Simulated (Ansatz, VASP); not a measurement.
# Y11Al5Si14O52 (amorphous 64SiO2-25Y2O3-11Al2O3 (mol %)) in two plane-wave programs, part 2 of 2

One calculation is typed for both programs; each brings its own data sets and cutoff. How far apart do they land?  The cell is taken from a series of runs on this material, whose earlier steps may have relaxed or scaled it; both programs get it as it stands.

VASP 6.6.1 and Ansatz 0.2.0.

So far. Step 2 (VASP: single point, LDA): The run ends at a pressure of -4.52 GPa, with forces up to 1.3 eV/Å.

**3. Ansatz: single point, LDA**

Level of this step: Ansatz beside VASP: Kohn-Sham DFT, plane waves, LDA (Ansatz).

Ansatz runs on its default PAW (the set named soft_2) files.

The same cell, functional (in two slightly different forms) and mesh now go to Ansatz, which takes its cutoff from its data sets.

input.yaml reads:

```yaml
crystal:
  lattice:
    - [13.2503, 0.0, 0.0]
    - [0.0, 13.2503, 0.0]
    - [0.0, 0.0, 13.2503]
  atoms:
    - { symbol: Si, position: [0.3234, 0.81757, 0.60741] }
    - { symbol: Si, position: [0.75305, 0.02155, 0.32045] }
    - { symbol: Si, position: [0.11756, 0.84394, 0.09899] }
    - { symbol: Si, position: [0.94765, 0.75878, 0.71776] }
    - { symbol: Si, position: [0.84267, 0.2281, 0.56218] }
    - { symbol: Si, position: [0.87413, 0.45255, 0.80633] }
    - { symbol: Si, position: [0.54153, 0.8475, 0.64977] }
    - { symbol: Si, position: [0.83035, 0.35608, 0.99132] }
    - { symbol: Si, position: [0.42486, 0.45861, 0.9267] }
    - { symbol: Si, position: [0.52353, 0.53371, 0.57123] }
    - { symbol: Si, position: [0.02432, 0.9629, 0.6089] }
    - { symbol: Si, position: [0.15064, 0.06674, 0.11405] }
    - { symbol: Si, position: [0.29988, 0.98361, 0.274] }
    - { symbol: Si, position: [0.04395, 0.54956, 0.67926] }
    - { symbol: Si, position: [0.27313, 0.45952, 0.09617] }
    - { symbol: Si, position: [0.00584, 0.39084, 0.52038] }
    - { symbol: Si, position: [0.51813, 0.08338, 0.59528] }
    - { symbol: Si, position: [0.88233, 0.12885, 0.95949] }
    - { symbol: Si, position: [0.08831, 0.77502, 0.89231] }
    - { symbol: Si, position: [0.28715, 0.05934, 0.62916] }
    - { symbol: Si, position: [0.71946, 0.99678, 0.84898] }
    - { symbol: Si, position: [0.19812, 0.33249, 0.77707] }
    - { symbol: Si, position: [0.17439, 0.86105, 0.44684] }
    - { symbol: Si, position: [0.36379, 0.49358, 0.31461] }
    - { symbol: Si, position: [0.48615, 0.00582, 0.38143] }
    - { symbol: Si, position: [0.80824, 0.39475, 0.21323] }
    - { symbol: Si, position: [0.50867, 0.19971, 0.11953] }
    - { symbol: Si, position: [0.04541, 0.72666, 0.30002] }
    - { symbol: "Y", position: [0.71756, 0.23204, 0.74976] }
    - { symbol: "Y", position: [0.76603, 0.93723, 0.57659] }
    - { symbol: "Y", position: [0.60789, 0.56558, 0.82159] }
    - { symbol: "Y", position: [0.56607, 0.7625, 0.4177] }
    - { symbol: "Y", position: [0.08137, 0.48657, 0.94957] }
    - { symbol: "Y", position: [0.77628, 0.66696, 0.21043] }
    - { symbol: "Y", position: [0.92877, 0.15488, 0.21981] }
    - { symbol: "Y", position: [0.30567, 0.22143, 0.97774] }
    - { symbol: "Y", position: [0.99045, 0.20958, 0.73483] }
    - { symbol: "Y", position: [0.16935, 0.21325, 0.42229] }
    - { symbol: "Y", position: [0.44514, 0.24304, 0.37816] }
    - { symbol: "Y", position: [0.43574, 0.23525, 0.76122] }
    - { symbol: "Y", position: [0.54912, 0.83318, 0.93393] }
    - { symbol: "Y", position: [0.74368, 0.66924, 0.60337] }
    - { symbol: "Y", position: [0.49843, 0.67399, 0.16654] }
    - { symbol: "Y", position: [0.13922, 0.04054, 0.8484] }
    - { symbol: "Y", position: [0.28373, 0.42074, 0.55909] }
    - { symbol: "Y", position: [0.13106, 0.46687, 0.33482] }
    - { symbol: "Y", position: [0.26795, 0.61036, 0.7751] }
    - { symbol: "Y", position: [0.5951, 0.49214, 0.32781] }
    - { symbol: "Y", position: [0.78516, 0.91492, 0.08076] }
    - { symbol: "Y", position: [0.80359, 0.7379, 0.90402] }
    - { symbol: Al, position: [0.84162, 0.49823, 0.40565] }
    - { symbol: Al, position: [0.59418, 0.91111, 0.20536] }
    - { symbol: Al, position: [0.65955, 0.35383, 0.50328] }
    - { symbol: Al, position: [0.59977, 0.33336, 0.93903] }
    - { symbol: Al, position: [0.3619, 0.86999, 0.07178] }
    - { symbol: Al, position: [0.49572, 0.05169, 0.95676] }
    - { symbol: Al, position: [0.84002, 0.73027, 0.4167] }
    - { symbol: Al, position: [0.12017, 0.30009, 0.14521] }
    - { symbol: Al, position: [0.65915, 0.23972, 0.29236] }
    - { symbol: Al, position: [0.93117, 0.07803, 0.42807] }
    - { symbol: O, position: [0.28094, 0.49827, 0.40461] }
    - { symbol: O, position: [0.95553, 0.43018, 0.4157] }
    - { symbol: O, position: [0.7356, 0.98854, 0.73097] }
    - { symbol: O, position: [0.08183, 0.78852, 0.20119] }
    - { symbol: O, position: [0.28537, 0.47625, 0.21887] }
    - { symbol: O, position: [0.02767, 0.143, 0.36847] }
    - { symbol: O, position: [0.55815, 0.4159, 0.5556] }
    - { symbol: O, position: [0.55073, 0.45802, 0.93526] }
    - { symbol: O, position: [0.26066, 0.79539, 0.5034] }
    - { symbol: O, position: [0.95255, 0.28871, 0.56463] }
    - { symbol: O, position: [0.72479, 0.44522, 0.43456] }
    - { symbol: O, position: [0.44544, 0.79544, 0.59185] }
    - { symbol: O, position: [0.0489, 0.05077, 0.69055] }
    - { symbol: O, position: [0.36758, 0.91722, 0.19832] }
    - { symbol: O, position: [0.91988, 0.73134, 0.30987] }
    - { symbol: O, position: [0.63818, 0.80216, 0.58234] }
    - { symbol: O, position: [0.22403, 0.1112, 0.53945] }
    - { symbol: O, position: [0.54472, 0.82504, 0.76718] }
    - { symbol: O, position: [0.123, 0.37079, 0.48777] }
    - { symbol: O, position: [0.04877, 0.377, 0.0669] }
    - { symbol: O, position: [0.60287, 0.0035, 0.88901] }
    - { symbol: O, position: [0.90279, 0.43598, 0.92856] }
    - { symbol: O, position: [0.55164, 0.96919, 0.62134] }
    - { symbol: O, position: [0.4049, 0.52693, 0.59891] }
    - { symbol: O, position: [0.97623, 0.86555, 0.66867] }
    - { symbol: O, position: [0.83835, 0.16828, 0.45945] }
    - { symbol: O, position: [0.47844, 0.8967, 0.42686] }
    - { symbol: O, position: [0.59939, 0.58443, 0.65846] }
    - { symbol: O, position: [0.55341, 0.79394, 0.25438] }
    - { symbol: O, position: [0.19067, 0.5342, 0.05338] }
    - { symbol: O, position: [0.39148, 0.34591, 0.89463] }
    - { symbol: O, position: [0.2038, 0.08581, 0.00605] }
    - { symbol: O, position: [0.63389, 0.5907, 0.20379] }
    - { symbol: O, position: [0.1442, 0.6676, 0.8702] }
    - { symbol: O, position: [0.83907, 0.60938, 0.47543] }
    - { symbol: O, position: [0.05351, 0.78714, 0.01042] }
    - { symbol: O, position: [0.16414, 0.53723, 0.66591] }
    - { symbol: O, position: [0.22601, 0.06035, 0.21158] }
    - { symbol: O, position: [0.8265, 0.73751, 0.72717] }
    - { symbol: O, position: [0.31454, 0.29126, 0.45561] }
    - { symbol: O, position: [0.9857, 0.48331, 0.59553] }
    - { symbol: O, position: [0.80668, 0.41812, 0.09303] }
    - { symbol: O, position: [0.86513, 0.33816, 0.76298] }
    - { symbol: O, position: [0.62403, 0.88774, 0.07758] }
    - { symbol: O, position: [0.76655, 0.89945, 0.91215] }
    - { symbol: O, position: [0.84845, 0.16053, 0.66342] }
    - { symbol: O, position: [0.31343, 0.93956, 0.62048] }
    - { symbol: O, position: [0.72235, 0.72537, 0.35468] }
    - { symbol: O, position: [0.93135, 0.99921, 0.53456] }
    - { symbol: O, position: [0.77894, 0.10539, 0.88645] }
    - { symbol: O, position: [0.73877, 0.1368, 0.27393] }
    - { symbol: O, position: [0.00772, 0.66664, 0.66509] }
    - { symbol: O, position: [0.54084, 0.21662, 0.2377] }
    - { symbol: O, position: [0.19352, 0.43677, 0.8455] }
    - { symbol: O, position: [0.73086, 0.33963, 0.92355] }
    - { symbol: O, position: [0.7777, 0.5278, 0.79392] }
    - { symbol: O, position: [0.4258, 0.14285, 0.89256] }
    - { symbol: O, position: [0.37711, 0.05808, 0.341] }
    - { symbol: O, position: [0.38747, 0.20554, 0.11779] }
    - { symbol: O, position: [0.97207, 0.75891, 0.84033] }
    - { symbol: O, position: [0.2338, 0.84227, 0.06891] }
    - { symbol: O, position: [0.88636, 0.30612, 0.2361] }
    - { symbol: O, position: [0.55749, 0.59675, 0.46754] }
    - { symbol: O, position: [0.42502, 0.94287, 0.97902] }
    - { symbol: O, position: [0.44116, 0.76358, 0.04696] }
    - { symbol: O, position: [0.87589, 0.05975, 0.06074] }
    - { symbol: O, position: [0.09105, 0.78735, 0.39666] }
    - { symbol: O, position: [0.6949, 0.36037, 0.24769] }
    - { symbol: O, position: [0.5803, 0.2873, 0.81648] }
    - { symbol: O, position: [0.8772, 0.24414, 0.00622] }
    - { symbol: O, position: [0.23772, 0.33986, 0.08413] }
    - { symbol: O, position: [0.7191, 0.98972, 0.43213] }
    - { symbol: O, position: [0.08028, 0.16786, 0.13764] }
    - { symbol: O, position: [0.58248, 0.16731, 0.65514] }
    - { symbol: O, position: [0.80992, 0.75337, 0.07022] }
    - { symbol: O, position: [0.08229, 0.96416, 0.10989] }
    - { symbol: O, position: [0.131, 0.88078, 0.85339] }
    - { symbol: O, position: [0.07676, 0.61055, 0.2988] }
    - { symbol: O, position: [0.65048, 0.69346, 0.90314] }
    - { symbol: O, position: [0.40356, 0.11326, 0.63325] }
    - { symbol: O, position: [0.72796, 0.9356, 0.23423] }
    - { symbol: O, position: [0.38245, 0.48023, 0.04191] }
    - { symbol: O, position: [0.30003, 0.33182, 0.70394] }
    - { symbol: O, position: [0.82758, 0.50639, 0.26922] }
    - { symbol: O, position: [0.5411, 0.09103, 0.07461] }
    - { symbol: O, position: [0.97918, 0.12305, 0.88424] }
    - { symbol: O, position: [0.28751, 0.7462, 0.69746] }
    - { symbol: O, position: [0.11401, 0.92734, 0.53241] }
    - { symbol: O, position: [0.25089, 0.07756, 0.74303] }
    - { symbol: O, position: [0.87908, 0.02308, 0.31779] }
    - { symbol: O, position: [0.60771, 0.27522, 0.41068] }
    - { symbol: O, position: [0.74468, 0.29853, 0.58685] }
    - { symbol: O, position: [0.51164, 0.09431, 0.46954] }
    - { symbol: O, position: [0.22817, 0.92707, 0.35711] }
    - { symbol: O, position: [0.09912, 0.32302, 0.70543] }
    - { symbol: O, position: [0.56087, 0.01081, 0.2864] }
    - { symbol: O, position: [0.44893, 0.40504, 0.32897] }
    - { symbol: O, position: [0.19273, 0.23495, 0.85322] }
    - { symbol: O, position: [0.82701, 0.7964, 0.52733] }
    - { symbol: O, position: [0.4112, 0.55083, 0.84738] }
    - { symbol: O, position: [0.13763, 0.31691, 0.27484] }
    - { symbol: O, position: [0.98542, 0.51102, 0.78446] }
    - { symbol: O, position: [0.43675, 0.58896, 0.28986] }
    - { symbol: O, position: [0.56429, 0.28377, 0.05177] }
kpoints:
  mp_grid: { grid: [1, 1, 1] }
hamiltonian:
  xc: lda
scf:
  occupations: { method: fixed }
output:
  forces: true
  stress: true
  populations: true
  dos:
    method: { smearing: { sigma: 0.08 } }
    de: 0.1
    projected: { site_lists: { Al: [Al], O: [O], Si: [Si], "Y": ["Y"] } }
  eigenvalues: true
```

Launch:

```bash
> ansatz run input.yaml --threads 8 --pin off --max-ram 15872MiB --backend cpu --events-out ev --progress --plain --runs-dir out
```

Numbers of over 12 decimals in the logs are rounded to 6 here.

Output:

```text
Engine: ansatz 0.2.0, aarch64-unknown-linux-gnu
Pseudopotentials: kind: paw
Pseudopotential: Si, paw, valence charge 4, recommended cutoff 420 eV (normal), Si.paw.azcp
Pseudopotential: Y, paw, valence charge 11, recommended cutoff 420 eV (normal), Y.paw.azcp
Pseudopotential: Al, paw, valence charge 3, recommended cutoff 420 eV (normal), Al.paw.azcp
Pseudopotential: O, paw, valence charge 6, recommended cutoff 420 eV (normal), O.paw.azcp
Functional definition: SPW92
  exchange = slater_x
  correlation = pw_c
Crystal: 164 atoms, lattice volume = 2326.361 Å³
Basis set: ecut = 420 eV, 45553 PW (Γ)
Bands: 668, of which v1, the nominal top of the filled ones, is band 504 counted from 1 (503 counted from 0)
Symmetry: 1 space group operations
Space group: P1 (ITA 1), of the structure as read, at distance tolerance 1.3e-4 Å
k-points: 1
Non-local potential: Si, projectors of the file, l = 0: 2, l = 1: 2, l = 2: 2
Non-local potential: Y, projectors of the file, l = 0: 3, l = 1: 2, l = 2: 2, l = 3: 1
Non-local potential: Al, projectors of the file, l = 0: 2, l = 1: 2, l = 2: 1
Non-local potential: O, projectors of the file, l = 0: 2, l = 1: 2, l = 2: 1
PAW form: soft (Blöchl's): semilocal exchange-correlation on the pseudo side does not see the compensation charge
PAW frozen core: Si, regenerated for the run's functional, and the local potential with it (the file was generated under x = pbe(κ = 0.804, μ = 0.219515), c = pbe(β = 0.066725))
PAW frozen core: Y, regenerated for the run's functional, and the local potential with it (the file was generated under x = pbe(κ = 0.804, μ = 0.219515), c = pbe(β = 0.066725))
PAW frozen core: Al, regenerated for the run's functional, and the local potential with it (the file was generated under x = pbe(κ = 0.804, μ = 0.219515), c = pbe(β = 0.066725))
PAW frozen core: O, regenerated for the run's functional, and the local potential with it (the file was generated under x = pbe(κ = 0.804, μ = 0.219515), c = pbe(β = 0.066725))
PAW one-centre angular grid: Si, 110 points (default); XC on 64 Gauss nodes
PAW one-centre angular grid: Y, 590 points (default); XC on 64 Gauss nodes
PAW one-centre angular grid: Al, 110 points (default); XC on 64 Gauss nodes
PAW one-centre angular grid: O, 110 points (default); XC on 64 Gauss nodes
Initial density: superposition of atomic densities (neutral atoms: chi_scale 0, normalization atom), corrected by the library's trained network
Initial wavefunctions: pseudopotential atomic-orbital guess
Functional: x = slater, c = lda
SCF iter   1: F=—  HF=-162559.794172 eV  |F-HF|=—  |Δ(HF+E_count)|=         —  Δρ=1.40e-2  dr2=4.30e0  ethr=1.77e-3  ⟨swp⟩=6.0  Hψ=2755  notcnv=0  defer=161
preconditioner: auto → Resta (q_TF=auto, 2.373 Å⁻¹)  ε∞=3.5  [insulator: Δε(μ)=2.334 eV  Ē_g=15.145 eV  n_scr=514 (ndim 8)  ℏωp=23.9 eV  f_vac=0.128  ε∞_Penn≈3.5]
SCF iter   2: F=—  HF=-162558.649416 eV  |F-HF|=—  |Δ(HF+E_count)|=    1.14e0  Δρ=4.50e-3  dr2=2.04e-1  ethr=4.26e-4  ⟨swp⟩=2.0  Hψ=1083  notcnv=0  defer=162
SCF iter   3: F=—  HF=-162558.600067 eV  |F-HF|=—  |Δ(HF+E_count)|=   4.93e-2  Δρ=1.90e-3  dr2=5.64e-2  ethr=2.02e-5  ⟨swp⟩=2.0  Hψ=877  notcnv=0  defer=162
SCF iter   4: F=—  HF=-162558.590540 eV  |F-HF|=—  |Δ(HF+E_count)|=   9.53e-3  Δρ=1.13e-3  dr2=2.68e-2  ethr=5.60e-6  ⟨swp⟩=3.0  Hψ=839  notcnv=0  defer=162
SCF iter   5: F=—  HF=-162558.584293 eV  |F-HF|=—  |Δ(HF+E_count)|=   6.25e-3  Δρ=1.81e-4  dr2=1.11e-3  ethr=2.66e-6  ⟨swp⟩=2.0  Hψ=836  notcnv=0  defer=162
SCF iter   6: F=—  HF=-162558.584390 eV  |F-HF|=—  |Δ(HF+E_count)|=   9.69e-5  Δρ=1.27e-4  dr2=3.72e-4  ethr=1.10e-7  ⟨swp⟩=2.0  Hψ=928  notcnv=0  defer=162
SCF iter   7: F=—  HF=-162558.584377 eV  |F-HF|=—  |Δ(HF+E_count)|=   1.22e-5  Δρ=2.80e-5  dr2=2.44e-5  ethr=3.69e-8  ⟨swp⟩=2.0  Hψ=838  notcnv=0  defer=161
SCF iter   8: F=—  HF=-162558.585064 eV  |F-HF|=—  |Δ(HF+E_count)|=   6.87e-4  Δρ=1.80e-5  dr2=7.04e-6  ethr=2.42e-9  ⟨swp⟩=2.0  Hψ=1051  notcnv=0  defer=161
SCF iter   9: F=—  HF=-162558.585065 eV  |F-HF|=—  |Δ(HF+E_count)|=   2.94e-7  Δρ=6.23e-6  dr2=9.65e-7  ethr=6.98e-10  ⟨swp⟩=2.0  Hψ=900  notcnv=0  defer=161
SCF iter  10: F=—  HF=-162558.585065 eV  |F-HF|=—  |Δ(HF+E_count)|=   2.75e-7  Δρ=2.57e-6  dr2=1.72e-7  ethr=9.58e-11  ⟨swp⟩=2.0  Hψ=841  notcnv=0  defer=161
SCF iter  11: F=-162558.585065 eV  HF=-162558.585065 eV  |F-HF|=5.24e-8  |Δ(HF+E_count)|=   4.48e-8  Δρ=2.02e-6  dr2=8.54e-8  ethr=9.92e-12  ⟨swp⟩=16.0  Hψ=4161  notcnv=0
SCF 1 converged in 11 iterations: F = -162558.585065 eV  dr2 = 8.54e-8
  greatest PAW one-centre occupation: 0.993 electrons in one spin orbital (limit 2), on the Y atom at site 35 (counted from 0), in its partial waves of l = 0
SCF converged after 11 iterations
Free energy (F): -162558.585065 eV
Harris-Foulkes:  -162558.585065 eV  (|F-HF|=5.24e-8)
Internal energy: -162558.585065 eV  (E = F + TS)
[...]
--- Löwdin populations: 164 sites ---
  site symbol       q [e]
     0     Si      2.2974
     1     Si      2.3508
     2     Si      2.2920
     3     Si      2.3050
     4     Si      2.3387
     5     Si      2.3881
     6     Si      2.3567
     7     Si      2.2833
     8     Si      2.3617
     9     Si      2.3943
    10     Si      2.3112
    11     Si      2.3382
    12     Si      2.3037
    13     Si      2.3090
    14     Si      2.3371
    15     Si      2.3217
    16     Si      2.3315
    17     Si      2.3633
    18     Si      2.3590
    19     Si      2.3569
    20     Si      2.3813
    21     Si      2.4258
    22     Si      2.2556
    23     Si      2.3451
[...]
156      O      6.7022
   157      O      6.7562
   158      O      6.7241
   159      O      6.7685
   160      O      6.7648
   161      O      6.7462
   162      O      6.7198
   163      O      6.8230
  spilling = 0.008958 (of n_electrons = 1008.000000)
```

**4. Differences**

Known differences besides the PAW data sets themselves: the two LDA forms differ slightly; fixed occupations in Ansatz, narrow Gaussian smearing in VASP; the cutoff is 420 eV in Ansatz and 520 eV in VASP (PREC = Accurate, projectors in real space); Ansatz makes its cores anew for this functional, VASP keeps those of its LDA data sets. Total energies have different zeros and are not compared.

Both answers:

```csv
quantity,Ansatz,VASP,difference
pressure (GPa),-5.02,-4.52,-0.50
gap on the k mesh (eV),2.422,2.418,+0.004
```

Forces on 10 of the 164 atoms, picked by the larger force of the two programs (eV/Å; atoms numbered as in POSCAR):

```
atom          Ansatz x, y, z            VASP x, y, z
Si15  -0.590, -0.868, -0.312  -0.536, -0.881, -0.257
Si20    -0.306, 0.054, 0.526    -0.258, 0.047, 0.509
Si22   -0.035, -0.262, 0.569    0.007, -0.243, 0.572
Si27  -1.157, -0.564, -0.497  -1.110, -0.539, -0.433
 Y33   -0.066, -0.792, 1.025   -0.117, -0.756, 1.010
 Y36     0.118, 0.228, 0.812     0.095, 0.220, 0.804
Al56     0.023, 0.429, 0.673     0.058, 0.404, 0.629
Al58   -0.137, 0.908, -0.993   -0.124, 0.830, -0.985
O131     0.477, 0.321, 0.065     0.480, 0.259, 0.043
O145   0.412, -0.228, -0.224   0.465, -0.294, -0.199
```

The forces differ by 39 meV/Å r.m.s., which is 21.0 % of the r.m.s. force of 0.18 eV/Å (both taken over all components).

**5. Results**

- r.m.s. force difference (single point, LDA): 39 meV/Å
- difference in pressure (single point, LDA): -0.50 GPa

What this shows: The r.m.s. force difference is 39 meV/Å (single point, LDA), beyond the 12 meV/Å picked in this series as the mark of a large difference. No further run was made for the single point, LDA pair, so its cause stays open. Differences of this kind measure data sets and numerical settings, not the functional's error against experiment.

[Lines on the potential files, build, host, timing and source positions are cut from VASP's logs without a mark.]

[Logs are printed without paths, hosts, clocks, repeated set-up lines and the standing remarks that a program may print on its own settings, such as how far it seeks lower states.]

[Hosts, paths, dates, database ids (printed as entryN), source tags and the programs' standing remarks are cut or masked in the printed files.]
